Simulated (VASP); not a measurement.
The input files of a VASP run:

### INCAR
```
SYSTEM = Ti
PREC = Accurate
ENCUT = 400
EDIFF = 1E-7
NELM = 100
ALGO = Normal
LREAL = .FALSE.
LASPH = .TRUE.
ISMEAR = -5
LMAXMIX = 4
LWAVE = .FALSE.
LCHARG = .TRUE.
LORBIT = 11
NEDOS = 601
ISIF = 2
```

File POSCAR:
```
Ti
1
    2.8499033210     0.0000000000     0.0000000000
   -1.4249516605     2.4680888946     0.0000000000
    0.0000000000    -0.0000000000     4.5439455774
Ti
2
Direct
  0.3333330000   0.6666670000   0.2500000000
  0.6666670000   0.3333330000   0.7500000000
```

### KPOINTS
```
Automatic mesh
0
Gamma
16 16 9
0 0 0
```

POTCAR, in this order: Ti_sv (LDA.64 set). Program: vasp_std.

Translate this LDA calculation to Ansatz.

One equivalent input (not run):
Ansatz 0.2 input:
```yaml
crystal:
  lattice:
    - [2.8499033, 0.0000000, 0.0000000]
    - [-1.4249517, 2.4680889, 0.0000000]
    - [0.0000000, 0.0000000, 4.5439456]
  atoms:
    - { symbol: Ti, position: [0.3333330, 0.6666670, 0.2500000] }
    - { symbol: Ti, position: [0.6666670, 0.3333330, 0.7500000] }
kpoints:
  mp_grid: { grid: [16, 16, 9] }
hamiltonian:
  xc: lda
  pseudopotentials: { kind: paw }
scf:
  occupations: { method: tetrahedron }
  max_iter: 100
output: { forces: true, stress: true, eigenvalues: true }
```
The two are equivalent in intent, not identical: each code has its own PAW files, so the cut-off isn't converted (ENCUT is set for VASP's; basis.ecutwfc is left out, and Ansatz then takes the one that its files recommend); Ansatz stops its SCF on the density residual and VASP on the energy change (EDIFF); Ansatz's lda is the Perdew-Wang form, while the LDA potentials of VASP carry Perdew-Zunger's.

The structure comes from a computed database's Ti entry (P6_3/mmc); how it stands against other phases isn't given here. It was relaxed first, which changed the volume by -8 %.
